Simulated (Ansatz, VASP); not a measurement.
# Al2Zn (Al-Zn-Al stack, (111) layers) in two plane-wave programs

Wanted: the spread between two codes on one cell, functional and k mesh. The cell is taken from a series of runs on this material, whose earlier steps may have relaxed, scaled, displaced or heated it; both programs get it as it stands.

Calculated with Ansatz 0.2.0; plane waves, with VASP 6.6.1 beside it; PBEsol.

**1. Set-up**

The cell holds 3 atoms: 2 Al and 1 Zn. Cell: a = 2.741 Å, b = 2.741 Å, c = 32.866 Å, α = 90.0°, β = 90.0°, γ = 120.0°. It derives from Al2Zn. Vacuum lies along c.

**2. VASP: zone-centre phonons, PBEsol**

Second derivatives magnify differences that forces hide, and they need a tight electronic threshold.

Lines of VASP's logs that name or quote its potential files are left out, and so is its time.

Contents of INCAR:

```
SYSTEM = Al2Zn
PREC = Accurate
ENCUT = 500
EDIFF = 1E-08
NELM = 120
ISMEAR = 1
SIGMA = 0.2
LREAL = .FALSE.
ALGO = Normal
GGA = PS
NBANDS = 15
LORBIT = 11
LWAVE = .FALSE.
LCHARG = .FALSE.
ISIF = 2
IBRION = 8
LASPH = .TRUE.
GGA_COMPAT = .FALSE.
NELMDL = -8
```

Contents of POSCAR:

```
Al2Zn
1.0
    2.7410718305      0.0000000000      0.0000000000
   -1.3705359153      2.3738378388      0.0000000000
    0.0000000000      0.0000000000     32.8662397607
Al Zn
2 1
Direct
    1.0000000000      0.0000000000      0.1662923070
    0.6666666666      0.3333333334      0.3063239739
    0.3333333333      0.6666666667      0.2363081404
```

Contents of KPOINTS:

```
Automatic mesh
0
Gamma
9 9 1
0 0 0
```

Potentials, in the order of the species: Al and Zn (PBE family, release 64).

Command:

```sh
$ mpirun -np 1 vasp_std
```

Numbers of over 12 decimals in the logs are rounded to 6 here.

The log of the run:

```text
[banner, memory and clock lines left out]
running    1 mpi-ranks, on    1 nodes
 distrk:  each k-point on    1 cores,    1 groups
 distr:  one band on    1 cores,    1 groups

 POSCAR found type information on POSCAR AlZn
 POSCAR found :  2 types and       3 ions
|                                                                             |
|               ----> ADVICE to this user running VASP <----                  |
|                                                                             |
|     You enforced a specific xc type in the INCAR file but a different       |
|     [... a line on the potential file left out ...]
|     I HOPE YOU KNOW WHAT YOU ARE DOING!                                     |
|                                                                             |

 LDA part: xc-table for (Slater+PW92), standard interpolation
 POSCAR, INCAR and KPOINTS ok, starting setup
 FFT: planning ... GRIDC
 FFT: planning ... GRID_SOFT
 FFT: planning ... GRID
 WAVECAR not read
 entering main loop
       N       E                     dE             d eps       ncg     rms          rms(c)
DAV:   1     0.717494181888E+02    0.71749E+02   -0.66783E+03   368   0.880E+02
DAV:   2    -0.672723973810E+01   -0.78477E+02   -0.74469E+02   444   0.194E+02
DAV:   3    -0.957418995409E+01   -0.28470E+01   -0.28404E+01   430   0.471E+01
DAV:   4    -0.963177258334E+01   -0.57583E-01   -0.57573E-01   597   0.587E+00
DAV:   5    -0.963296108971E+01   -0.11885E-02   -0.11885E-02   560   0.700E-01
DAV:   6    -0.963300439569E+01   -0.43306E-04   -0.43305E-04   597   0.113E-01
DAV:   7    -0.963300739908E+01   -0.30034E-05   -0.30031E-05   575   0.222E-02
DAV:   8    -0.963300754050E+01   -0.14143E-06   -0.14171E-06   582   0.413E-03    0.430E+00
DAV:   9    -0.910674614356E+01    0.52626E+00   -0.25293E+00   444   0.423E+01    0.364E+00
DAV:  10    -0.902486023622E+01    0.81886E-01   -0.29529E-01   451   0.861E+00    0.193E+00
DAV:  11    -0.897480248296E+01    0.50058E-01   -0.95387E-02   426   0.250E+00    0.358E-01
DAV:  12    -0.897130013481E+01    0.35023E-02   -0.13100E-02   430   0.168E+00    0.126E-01
DAV:  13    -0.897084944076E+01    0.45069E-03   -0.24655E-03   460   0.550E-01    0.826E-02
DAV:  14    -0.897111122422E+01   -0.26178E-03   -0.34690E-04   435   0.214E-01    0.451E-02
[...]
DAV:  22    -0.897250929261E+01   -0.17825E-04   -0.12954E-06   388   0.233E-03    0.546E-04
DAV:  23    -0.897251553514E+01   -0.62425E-05   -0.22157E-07   391   0.141E-03    0.236E-04
DAV:  24    -0.897251899924E+01   -0.34641E-05   -0.62684E-08   391   0.165E-03    0.283E-04
DAV:  25    -0.897251963631E+01   -0.63707E-06   -0.10680E-08   404   0.129E-03    0.609E-05
DAV:  26    -0.897252015191E+01   -0.51560E-06   -0.39431E-09   327   0.239E-04    0.404E-05
DAV:  27    -0.897252020489E+01   -0.52977E-07   -0.35000E-10   341   0.304E-04    0.235E-05
DAV:  28    -0.897252023033E+01   -0.25447E-07   -0.20625E-10   313   0.123E-04    0.263E-05
DAV:  29    -0.897252023646E+01   -0.61309E-08   -0.48994E-11   306   0.739E-05
   1 F= -.89725202E+01 E0= -.89722820E+01  d E =-.714625E-03
 Linear response reoptimize wavefunctions to high precision
DAV:   1    -0.897252023703E+01   -0.57025E-09   -0.58860E-12   334   0.302E-05
DAV:   2    -0.897252023711E+01   -0.78217E-10    0.56139E-12   285   0.202E-05
 Linear response DOF=           4
 Linear response progress:
  Degree of freedom:   1/  4
       N       E                     dE             d eps       ncg     rms          rms(c)
RMM:   1    -0.284164981013E-02   -0.28416E-02   -0.20028E-03  2569   0.256E-01
RMM:   2    -0.276819354904E-02    0.73456E-04   -0.12747E-04  1980   0.841E-02    0.412E-02
RMM:   3    -0.270365636012E-02    0.64537E-04   -0.16985E-05  2089   0.268E-02    0.245E-02
RMM:   4    -0.267410889421E-02    0.29547E-04   -0.11240E-05  2152   0.175E-02    0.158E-03
RMM:   5    -0.267452394619E-02   -0.41505E-06   -0.75838E-07  2269   0.510E-03    0.100E-03
RMM:   6    -0.267428206589E-02    0.24188E-06   -0.14193E-07  2226   0.203E-03    0.380E-04
RMM:   7    -0.267420256089E-02    0.79505E-07   -0.37734E-08  2353   0.913E-04    0.352E-04
RMM:   8    -0.267409580478E-02    0.10676E-06   -0.72342E-09  2312   0.413E-04    0.199E-04
RMM:   9    -0.267403128029E-02    0.64524E-07   -0.14587E-09  2256   0.160E-04    0.272E-05
RMM:  10    -0.267403952994E-02   -0.82496E-08   -0.17644E-10  2290   0.744E-05    0.410E-05
 first order change of Fermi-energy   0.13297E-04
 force on displaced ion       1 direction 1 :  -0.338   0.000   0.000
 Linear response progress:
  Degree of freedom:   2/  4
       N       E                     dE             d eps       ncg     rms          rms(c)
RMM:   1    -0.224649171797E-01   -0.22465E-01    0.36822E-02   705   0.771E-01
RMM:   2    -0.216355116638E-01    0.82941E-03   -0.13480E-03   606   0.246E-01    0.720E-02
RMM:   3    -0.216257815091E-01    0.97302E-05   -0.45452E-04   636   0.120E-01    0.299E-02
RMM:   4    -0.217083548791E-01   -0.82573E-04   -0.77126E-05   628   0.607E-02    0.329E-02
RMM:   5    -0.216279296284E-01    0.80425E-04   -0.30869E-05   677   0.300E-02    0.137E-02
RMM:   6    -0.216247571448E-01    0.31725E-05   -0.44010E-06   613   0.213E-02    0.591E-03
RMM:   7    -0.216201349404E-01    0.46222E-05   -0.90859E-07   686   0.592E-03    0.181E-03
RMM:   8    -0.216215045960E-01   -0.13697E-05   -0.17505E-07   631   0.337E-03    0.766E-04
RMM:   9    -0.216229024159E-01   -0.13978E-05   -0.31855E-08   647   0.133E-03    0.327E-04
RMM:  10    -0.216246074854E-01   -0.17051E-05   -0.22325E-08   664   0.629E-04    0.191E-04
RMM:  11    -0.216256650991E-01   -0.10576E-05   -0.14609E-08   652   0.379E-04    0.109E-04
RMM:  12    -0.216270095119E-01   -0.13444E-05   -0.53191E-08   658   0.430E-04    0.104E-04
RMM:  13    -0.216270667212E-01   -0.57209E-07   -0.97820E-09   688   0.181E-04    0.458E-05
RMM:  14    -0.216272342127E-01   -0.16749E-06   -0.66842E-09   622   0.163E-04    0.361E-05
RMM:  15    -0.216271889341E-01    0.45279E-07   -0.10461E-09   634   0.819E-05    0.222E-05
RMM:  16    -0.216271749920E-01    0.13942E-07   -0.59645E-10   677   0.495E-05    0.817E-06
RMM:  17    -0.216271940261E-01   -0.19034E-07   -0.65117E-11   651   0.306E-05    0.618E-06
RMM:  18    -0.216271867443E-01    0.72818E-08   -0.25572E-11   685   0.230E-05    0.246E-06
 first order change of Fermi-energy  -0.39216E+00
 force on displaced ion       1 direction 3 :   0.000   0.000  -2.325
 Linear response progress:
  Degree of freedom:   3/  4
       N       E                     dE             d eps       ncg     rms          rms(c)
RMM:   1    -0.201439759838E+00   -0.20144E+00    0.66007E-04  1060   0.187E+00
RMM:   2    -0.201480433260E+00   -0.40673E-04   -0.54179E-04  1165   0.180E-01    0.430E-02
RMM:   3    -0.201165737539E+00    0.31470E-03   -0.38848E-05  1249   0.463E-02    0.245E-02
RMM:   4    -0.200852003008E+00    0.31373E-03   -0.44380E-05  1294   0.456E-02    0.314E-03
RMM:   5    -0.200872910665E+00   -0.20908E-04   -0.10915E-06  1365   0.687E-03    0.583E-04
RMM:   6    -0.200865116296E+00    0.77944E-05   -0.12087E-07  1369   0.218E-03    0.187E-04
RMM:   7    -0.200864246513E+00    0.86978E-06   -0.19446E-08  1374   0.805E-04    0.835E-05
RMM:   8    -0.200863232450E+00    0.10141E-05   -0.52297E-09  1377   0.379E-04    0.278E-05
RMM:   9    -0.200863123937E+00    0.10851E-06   -0.19624E-09  1463   0.175E-04    0.163E-05
RMM:  10    -0.200863136758E+00   -0.12821E-07   -0.11754E-09  1468   0.902E-05    0.673E-06
RMM:  11    -0.200863158736E+00   -0.21977E-07   -0.10837E-09  1455   0.571E-05    0.307E-06
RMM:  12    -0.200863158201E+00    0.53481E-09   -0.27599E-10  1534   0.421E-05    0.179E-06
 first order change of Fermi-energy   0.21499E-03
 force on displaced ion       3 direction 1 :  -0.722   0.000   0.000
 Linear response progress:
  Degree of freedom:   4/  4
       N       E                     dE             d eps       ncg     rms          rms(c)
RMM:   1    -0.237006940852E+00   -0.23701E+00    0.15846E-02   549   0.198E+00
RMM:   2    -0.234793770045E+00    0.22132E-02   -0.12407E-03   552   0.323E-01    0.633E-02
RMM:   3    -0.235139836164E+00   -0.34607E-03   -0.45932E-04   644   0.105E-01    0.622E-02
RMM:   4    -0.234648207696E+00    0.49163E-03   -0.84995E-05   660   0.477E-02    0.287E-02
RMM:   5    -0.234595081155E+00    0.53127E-04   -0.20090E-05   660   0.255E-02    0.103E-02
RMM:   6    -0.234569449037E+00    0.25632E-04   -0.35410E-06   656   0.124E-02    0.179E-03
RMM:   7    -0.234569917655E+00   -0.46862E-06   -0.21294E-07   686   0.283E-03    0.728E-04
RMM:   8    -0.234571324226E+00   -0.14066E-05   -0.39931E-08   644   0.125E-03    0.170E-04
RMM:   9    -0.234571568543E+00   -0.24432E-06   -0.15107E-08   678   0.675E-04    0.735E-05
RMM:  10    -0.234571356803E+00    0.21174E-06   -0.63703E-09   721   0.278E-04    0.420E-05
RMM:  11    -0.234570961814E+00    0.39499E-06   -0.55643E-09   671   0.175E-04    0.250E-05
RMM:  12    -0.234570969112E+00   -0.72987E-08   -0.44555E-09   673   0.113E-04    0.238E-05
 first order change of Fermi-energy   0.12094E-02
 force on displaced ion       3 direction 3 :  -0.000   0.000  -4.177
 Linear response finished
```

From OUTCAR (step 2):

```text
ion  position               nearest neighbor table
   1  0.000  0.000  0.166-   3 2.79   3 2.79   3 2.79
   2  0.667  0.333  0.306-   3 2.79   3 2.79   3 2.79
   3  0.333  0.667  0.236-   1 2.79   1 2.79   1 2.79   2 2.79   2 2.79   2 2.79

  LATTYP: Found a hexagonal cell.
 ALAT       =     2.7410718305
 C/A-ratio  =    11.9902876659

 Subroutine GETGRP returns: Found 12 space group operations
 (whereof  6 operations were pure point group operations)

The static configuration has the point symmetry C_3v.
 The point group associated with its full space group is D_3d.

 Found     12 irreducible k-points:

   k-points           NKPTS =     12   k-points in BZ     NKDIM =     12   number of bands    NBANDS=     15

   dimension x,y,z NGX =    20 NGY =   20 NGZ =  240
   dimension x,y,z NGXF=    40 NGYF=   40 NGZF=  480

   ENCUT  =  500.0 eV  36.75 Ry    6.06 a.u.   5.00  5.00 59.92*2*pi/ulx,y,z

   NELECT =      18.0000    total number of electrons

 k-points in reciprocal lattice and weights: Automatic mesh
   0.00000000  0.00000000  0.00000000       0.012
   0.11111111 -0.00000000  0.00000000       0.074
   0.22222222 -0.00000000  0.00000000       0.074
   0.33333333  0.00000000  0.00000000       0.074
   0.44444444 -0.00000000  0.00000000       0.074
   0.11111111  0.11111111  0.00000000       0.074
   0.22222222  0.11111111  0.00000000       0.148
   0.33333333  0.11111111  0.00000000       0.148
   0.44444444  0.11111111  0.00000000       0.074
   0.22222222  0.22222222  0.00000000       0.074
   0.33333333  0.22222222  0.00000000       0.148
   0.33333333  0.33333333  0.00000000       0.025

 average (electrostatic) potential at core
       1 -81.9078       2 -81.9078       3 -41.2945

  Total        0.1339573      0.1339573     -0.6271702     -0.0000000      0.0000000     -0.0000000
  in kB        1.0035880      1.0035880     -4.6986653     -0.0000000      0.0000000     -0.0000000
  external PRESSURE =      -0.8971631 kB  Pullay stress =       0.0000000 kB

  energy-cutoff  :      500.00
  volume of cell :      213.86
      direct lattice vectors                 reciprocal lattice vectors
     2.741071831  0.000000000  0.000000000     0.364820793  0.210629383  0.000000000
    -1.370535915  2.373837839  0.000000000     0.000000000  0.421258767  0.000000000
     0.000000000  0.000000000 32.866239761     0.000000000  0.000000000  0.030426359

 POSITION                                       TOTAL-FORCE (eV/Angst)
 -----------------------------------------------------------------------------------
      0.00000      0.00000      5.46540         0.000000      0.000000      0.136067
      1.37054      0.79128     10.06772         0.000000     -0.000000     -0.136067
     -0.00000      1.58256      7.76656        -0.000000      0.000000     -0.000000
 -----------------------------------------------------------------------------------
    total drift:                                0.000005     -0.000002      0.000150

 Eigenvectors and eigenvalues of the dynamical matrix
 ----------------------------------------------------

   1 f  =    5.847935 THz    36.743657 2PiTHz  195.066103 cm-1    24.185104 meV
             X         Y         Z           dx          dy          dz
      0.000000  0.000000  5.465403     0.000000   -0.000000    0.521272
      1.370536  0.791279 10.067717     0.000000   -0.000000    0.521272
     -0.000000  1.582559  7.766560    -0.000000    0.000000   -0.675685

   2 f  =    4.851847 THz    30.485056 2PiTHz  161.840207 cm-1    20.065619 meV
             X         Y         Z           dx          dy          dz
      0.000000  0.000000  5.465403    -0.000000    0.000000   -0.707107
      1.370536  0.791279 10.067717    -0.000000    0.000000    0.707107
     -0.000000  1.582559  7.766560     0.000000    0.000000    0.000000

   3 f  =    2.468844 THz    15.512201 2PiTHz   82.351756 cm-1    10.210312 meV
             X         Y         Z           dx          dy          dz
      0.000000  0.000000  5.465403    -0.411051    0.331013   -0.000000
      1.370536  0.791279 10.067717    -0.411051    0.331013   -0.000000
     -0.000000  1.582559  7.766560     0.518355   -0.417424   -0.000000

   4 f  =    2.468844 THz    15.512201 2PiTHz   82.351756 cm-1    10.210312 meV
             X         Y         Z           dx          dy          dz
      0.000000  0.000000  5.465403    -0.331013   -0.411051    0.000000
      1.370536  0.791279 10.067717    -0.331013   -0.411051   -0.000000
     -0.000000  1.582559  7.766560     0.417424    0.518355    0.000000

   5 f  =    1.650514 THz    10.370485 2PiTHz   55.055222 cm-1     6.825974 meV
             X         Y         Z           dx          dy          dz
      0.000000  0.000000  5.465403     0.550737   -0.443496   -0.000000
      1.370536  0.791279 10.067717    -0.550737    0.443496    0.000000
     -0.000000  1.582559  7.766560     0.000000    0.000000   -0.000000

   6 f  =    1.650514 THz    10.370485 2PiTHz   55.055222 cm-1     6.825974 meV
             X         Y         Z           dx          dy          dz
      0.000000  0.000000  5.465403     0.443496    0.550737    0.000000
      1.370536  0.791279 10.067717    -0.443496   -0.550737   -0.000000
     -0.000000  1.582559  7.766560    -0.000000   -0.000000   -0.000000

   7 f/i=    0.022817 THz     0.143364 2PiTHz    0.761096 cm-1     0.094364 meV
             X         Y         Z           dx          dy          dz
      0.000000  0.000000  5.465403    -0.280861   -0.377603   -0.000000
      1.370536  0.791279 10.067717    -0.280861   -0.377603   -0.000000
     -0.000000  1.582559  7.766560    -0.445441   -0.598873   -0.000000

   8 f/i=    0.022817 THz     0.143364 2PiTHz    0.761096 cm-1     0.094364 meV
             X         Y         Z           dx          dy          dz
      0.000000  0.000000  5.465403     0.377603   -0.280861   -0.000000
      1.370536  0.791279 10.067717     0.377603   -0.280861   -0.000000
     -0.000000  1.582559  7.766560     0.598873   -0.445441   -0.000000

   9 f/i=    0.025990 THz     0.163300 2PiTHz    0.866934 cm-1     0.107486 meV
             X         Y         Z           dx          dy          dz
      0.000000  0.000000  5.465403    -0.000000    0.000000   -0.477782
      1.370536  0.791279 10.067717    -0.000000    0.000000   -0.477782
     -0.000000  1.582559  7.766560    -0.000000    0.000000   -0.737190

 ELASTIC MODULI CONTR FROM IONIC RELAXATION (kBar)
 Direction    XX          YY          ZZ          XY          YZ          ZX
 --------------------------------------------------------------------------------
 XX         -64.8923     -6.0132    -87.5617      0.0000    -10.8976      0.0000
 YY          -6.0132    -64.8923    -87.5617      0.0000     10.8976     -0.0000
 ZZ         -87.5617    -87.5617   -216.2613      0.0000      0.0000      0.0000
 XY           0.0000      0.0000      0.0000    -29.4396     -0.0000    -33.3801
 YZ         -10.8976     10.8976      0.0000     -0.0000     -4.0340      0.0000
 ZX           0.0000     -0.0000      0.0000    -33.3801      0.0000    -37.8481
 --------------------------------------------------------------------------------
```

[end of part 1 of 2]

[Lines on the potential files, build, host, timing and source positions are cut from VASP's logs without a mark.]

[Logs are printed without paths, hosts, clocks, repeated set-up lines and the standing remarks that a program may print on its own settings, such as how far it seeks lower states.]

[Hosts, paths, dates, database ids (printed as entryN), source tags and the programs' standing remarks are cut or masked in the printed files.]
